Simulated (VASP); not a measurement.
A VASP calculation is set up with these files.

**INCAR**
```
ALGO=Normal
EDIFF=1E-6
EDIFFG=-0.01
ENCUT=520
GGA=PS
IBRION=2
ISIF=3
ISMEAR=1
LASPH=.TRUE.
LCHARG=.FALSE.
LMAXMIX=6
LREAL=.FALSE.
LWAVE=.FALSE.
NELM=100
NSW=60
PREC=Accurate
SIGMA=0.1
SYSTEM=HfC
```

### POSCAR
```
HfC
1
    0.0000000000     2.3029435898     2.3029435898
    2.3029435898     0.0000000000     2.3029435898
    2.3029435898     2.3029435898     0.0000000000
Hf C
1 1
Direct
  0.0000000000   0.0000000000   0.0000000000
  0.5000000000   0.5000000000   0.5000000000
```

KPOINTS:
```
Automatic mesh
0
Gamma
12 12 12
0 0 0
```

POTCAR, in this order: Hf_pv C (PBE.64 set). Program: vasp_std.

Problem. Write an equivalent input for Quantum ESPRESSO's pw.x.

Solution. One equivalent input (not run):
```
&CONTROL
  calculation = 'vc-relax'
  pseudo_dir = './pseudo'
  outdir = './out'
  tprnfor = .true.
  tstress = .true.
  nstep = 60
  forc_conv_thr = 0.00039
/
&SYSTEM
  ibrav = 0
  nat = 2
  ntyp = 2
  ecutwfc = 82
  occupations = 'smearing'
  smearing = 'methfessel-paxton'
  degauss = 0.00735
  input_dft = 'pbesol'
/
&ELECTRONS
  conv_thr = 7.3e-08
  electron_maxstep = 100
/
&IONS
/
&CELL
/
ATOMIC_SPECIES
  Hf 178.490 Hf.upf
  C 12.011 C.upf
CELL_PARAMETERS angstrom
     0.0000000    2.3029436    2.3029436
     2.3029436    0.0000000    2.3029436
     2.3029436    2.3029436    0.0000000
ATOMIC_POSITIONS crystal
  Hf   0.0000000  0.0000000  0.0000000
  C    0.5000000  0.5000000  0.5000000
K_POINTS automatic
  12 12 12 0 0 0
```
The two are equivalent in intent, not identical: the potentials are each code's own (VASP's PAW set, PseudoDojo norm-conserving files in pw.x), so ENCUT and ecutwfc are chosen apart and not converted; conv_thr bounds pw.x's estimated SCF error, while EDIFF bounds the energy change between steps; forc_conv_thr acts on force components and is met together with etot_conv_thr.

The compound is HfC in the rock salt structure. It was relaxed first. The start is the result of an earlier pass.
